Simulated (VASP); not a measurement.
**Be4InCu: band structure with TB-mBJ**

Crystal: Be4InCu.

```xyz
6
Lattice="0.0000 3.1920 3.1920 3.1920 0.0000 3.1920 3.1920 3.1920 0.0000" Properties=species:S:1:pos:R:3 pbc="T T T"
In    0.0000    0.0000    0.0000
Cu    1.5960    1.5960    1.5960
Be    3.9817    2.4023    2.4023
Be    3.9817    3.9817    3.9817
Be    2.4023    2.4023    3.9817
Be    2.4023    3.9817    2.4023
```

The cell comes from a database or a generator and needn't be the stable form of this composition.

```
Program                : VASP 6.6.1
Task                   : band structure
Functional             : TB-mBJ
Potentials or basis    : VASP PAW PBE potentials, release 64 (In, Cu, Be)
Cutoff                 : 500 eV
k mesh                 : 5 × 5 × 5
Occupations            : methfessel-paxton, width 0.2 eV
Spin                   : spin-orbit coupling, no magnetisation
Further INCAR settings : ALGO = Normal; EDIFF = 1e-06
```

| Quantity | Value |
| --- | --- |
| Valence electrons inside the program's atomic spheres | In 3.27; Cu 10.07; Be 0.96 |

Wall time 25 min on 1 thread of AMD EPYC 7R43 64-Core Processor (Zen 3), on a shared host, peak memory 0.39 GiB.
